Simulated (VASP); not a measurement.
Output of a VASP run:

**OUTCAR**
```
 ion  position               nearest neighbor table
   1  0.500  0.000  0.756-   4 2.20   4 2.20   3 2.23   3 2.23   2 3.53   2 3.53   2 3.53   2 3.53
                             2 3.61   2 3.61   2 3.61   2 3.61
   2  0.000  0.500  0.244-   3 2.20   3 2.20   4 2.23   4 2.23   1 3.53   1 3.53   1 3.53   1 3.53
                             1 3.61   1 3.61   1 3.61   1 3.61
   3  0.500  0.500  0.000-   2 2.20   2 2.20   1 2.23   1 2.23
   4  0.000  0.000  0.000-   1 2.20   1 2.20   2 2.23   2 2.23
  LATTYP: Found a simple orthorhombic cell.
 ALAT       =     3.7515105720
 B/A-ratio  =     1.0152284264
 C/A-ratio  =     1.2605187800
 Subroutine PRICEL returns:
 Original cell was already a primitive cell.
 Subroutine GETGRP returns: Found  8 space group operations
The static configuration has the point symmetry C_2v.
 The point group associated with its full space group is D_2h.
The dynamic configuration has the point symmetry C_2v.
 Subroutine INISYM returns: Found  8 space group operations
 Subroutine IBZKPT returns following result:
 Found     48 irreducible k-points:

 Following reciprocal coordinates:
            Coordinates               Weight
  0.000000  0.000000  0.000000      1.000000
  0.166667  0.000000  0.000000      2.000000
  0.333333  0.000000  0.000000      2.000000
  0.500000  0.000000  0.000000      1.000000
  0.000000  0.166667  0.000000      2.000000
  0.166667  0.166667  0.000000      4.000000
  0.333333  0.166667  0.000000      4.000000
  0.500000  0.166667  0.000000      2.000000
  0.000000  0.333333  0.000000      2.000000
  0.166667  0.333333  0.000000      4.000000
  0.333333  0.333333  0.000000      4.000000
  0.500000  0.333333  0.000000      2.000000
  0.000000  0.500000  0.000000      1.000000
  0.166667  0.500000  0.000000      2.000000
  0.333333  0.500000  0.000000      2.000000
  0.500000  0.500000  0.000000      1.000000
  0.000000  0.000000  0.250000      2.000000
  0.166667  0.000000  0.250000      4.000000
  0.333333  0.000000  0.250000      4.000000
  0.500000  0.000000  0.250000      2.000000
  0.000000  0.166667  0.250000      4.000000
  0.166667  0.166667  0.250000      8.000000
  0.333333  0.166667  0.250000      8.000000
  0.500000  0.166667  0.250000      4.000000
  0.000000  0.333333  0.250000      4.000000
  0.166667  0.333333  0.250000      8.000000
  0.333333  0.333333  0.250000      8.000000
  0.500000  0.333333  0.250000      4.000000
  0.000000  0.500000  0.250000      2.000000
  0.166667  0.500000  0.250000      4.000000
  0.333333  0.500000  0.250000      4.000000
  0.500000  0.500000  0.250000      2.000000
  0.000000  0.000000  0.500000      1.000000
  0.166667  0.000000  0.500000      2.000000
  0.333333  0.000000  0.500000      2.000000
  0.500000  0.000000  0.500000      1.000000
  0.000000  0.166667  0.500000      2.000000
  0.166667  0.166667  0.500000      4.000000
  0.333333  0.166667  0.500000      4.000000
  0.500000  0.166667  0.500000      2.000000
   k-points           NKPTS =     48   k-points in BZ     NKDIM =     48   number of bands    NBANDS=     24
   number of dos      NEDOS =    301   number of ions     NIONS =      4
   total plane-waves  NPLWV =  36000
   dimension x,y,z NGX =    30 NGY =   30 NGZ =   40
   dimension x,y,z NGXF=    60 NGYF=   60 NGZF=   80
   ions per type =               2   2
   PREC   = accura    normal or accurate (medium, high low for compatibility)
   ISTART =      0    job   : 0-new  1-cont  2-samecut
   ICHARG =      2    charge: 1-file 2-atom 10-const
   ISPIN  =      1    spin polarized calculation?
   LNONCOLLINEAR =      F non collinear calculations
   LSORBIT =      F    spin-orbit coupling
   INIWAV =      1    electr: 0-lowe 1-rand  2-diag
   ENCUT  =  600.0 eV  44.10 Ry    6.64 a.u.   7.49  7.61  9.44*2*pi/ulx,y,z
   NELM   =    100;   NELMIN=  2; NELMDL= -5     # of ELM steps
   EDIFF  = 0.1E-06   stopping-criterion for ELM
   LREAL  =      F    real-space projection
...
```

**OSZICAR**
```
       N       E                     dE             d eps       ncg     rms          rms(c)
DAV:   1     0.421508927313E+03    0.42151E+03   -0.22455E+04  2312   0.282E+03
DAV:   2     0.325451612270E+02   -0.38896E+03   -0.38205E+03  2456   0.620E+02
DAV:   3    -0.251081857804E+02   -0.57653E+02   -0.57015E+02  2816   0.200E+02
DAV:   4    -0.273498556369E+02   -0.22417E+01   -0.22396E+01  2520   0.438E+01
DAV:   5    -0.274134576382E+02   -0.63602E-01   -0.63590E-01  3104   0.744E+00    0.108E+01
DAV:   6    -0.242658089171E+02    0.31476E+01   -0.20626E+01  3912   0.500E+01    0.458E+00
DAV:   7    -0.242460060639E+02    0.19803E-01   -0.19230E+00  2544   0.923E+00    0.249E+00
DAV:   8    -0.242376039901E+02    0.84021E-02   -0.56590E-01  3440   0.541E+00    0.105E+00
DAV:   9    -0.242125797751E+02    0.25024E-01   -0.16859E-01  3552   0.427E+00    0.230E-01
DAV:  10    -0.242143691214E+02   -0.17893E-02   -0.16505E-02  3264   0.128E+00    0.175E-01
DAV:  11    -0.242136310699E+02    0.73805E-03   -0.43240E-03  3640   0.681E-01    0.248E-02
DAV:  12    -0.242136889590E+02   -0.57889E-04   -0.56775E-04  2472   0.149E-01    0.361E-02
DAV:  13    -0.242136771959E+02    0.11763E-04   -0.61735E-05  3496   0.765E-02    0.430E-03
DAV:  14    -0.242136777215E+02   -0.52560E-06   -0.36741E-06  2616   0.158E-02    0.362E-03
DAV:  15    -0.242136779600E+02   -0.23854E-06   -0.10321E-06  2544   0.842E-03    0.630E-04
DAV:  16    -0.242136780283E+02   -0.68243E-07   -0.16371E-07  1768   0.325E-03
   1 F= -.24213678E+02 E0= -.24213410E+02  d E =-.536949E-03
```

**OUTCAR**
```
------------------------ aborting loop because EDIFF is reached ----------------------------------------
  FORCE on cell =-STRESS in cart. coord.  units (eV):
  Direction    XX          YY          ZZ          XY          YZ          ZX
  --------------------------------------------------------------------------------------
  Total        0.8983925      0.4615634      0.5013817      0.0000000      0.0000000      0.0000000
  in kB       21.3032124     10.9448642     11.8890591      0.0000000      0.0000000      0.0000000
  external PRESSURE =      14.7123786 kB  Pullay stress =       0.0000000 kB
  volume of cell :       67.57
      direct lattice vectors                 reciprocal lattice vectors
     3.751510572  0.000000000  0.000000000     0.266559291  0.000000000  0.000000000
     0.000000000  3.808640175  0.000000000     0.000000000  0.262560902  0.000000000
     0.000000000  0.000000000  4.728849529     0.000000000  0.000000000  0.211467925
 POSITION                                       TOTAL-FORCE (eV/Angst)
 -----------------------------------------------------------------------------------
      1.87576      0.00000      3.57501         0.000000      0.000000     -0.254586
      0.00000      1.90432      1.15384         0.000000      0.000000      0.254586
      1.87576      1.90432      0.00000         0.000000      0.000000     -0.109372
      0.00000      0.00000      0.00000         0.000000      0.000000      0.109372
 -----------------------------------------------------------------------------------
    total drift:                                0.000000      0.000000     -0.000000
  FREE ENERGIE OF THE ION-ELECTRON SYSTEM (eV)
  ---------------------------------------------------
  free  energy   TOTEN  =       -24.2136780283 eV

  energy  without entropy=      -24.2131410790  energy(sigma->0) =      -24.21340955
```
(Selected blocks of OUTCAR.)

POSCAR:
```
SnO
1
    3.7515105720     0.0000000000     0.0000000000
    0.0000000000     3.8086401746     0.0000000000
    0.0000000000     0.0000000000     4.7288495295
Sn O
2 2
Direct
  0.5000000000   0.0000000000   0.7559990603
  0.0000000000   0.5000000000   0.2440009397
  0.5000000000   0.5000000000   0.0000000000
  0.0000000000   0.0000000000   0.0000000000
```

Task: Write an INCAR and KPOINTS that could have produced this output.

Result: This is not unique; one that fits is the input of the run itself, PBEsol GGA, plane waves, VASP's PBE PAW potentials (set 64).

**KPOINTS**
```
kpoints
0
Gamma
  6 6 4
0 0 0
```

**INCAR**
```
ALGO = Normal
EDIFF = 1E-7
ENCUT = 600
GGA = PS
ISIF = 2
ISMEAR = 0
LASPH = .TRUE.
LCHARG = .FALSE.
LMAXMIX = 4
LREAL = .FALSE.
LWAVE = .FALSE.
NELM = 100
PREC = Accurate
SIGMA = 0.05
SYSTEM = SnO
```

POTCAR, in this order: Sn_d O (PBE.64 set). Program: vasp_std.

Without a dispersion term in the relaxation, distances and binding between the weakly bound layers, chains or molecules are unreliable, and so is what depends on them.

The compound is SnO in the litharge structure. This cell was strained or had an atom moved on purpose. The k-mesh is coarse (spacing up to 0.33 per Å, 2π included), so the numbers may not be converged in it.
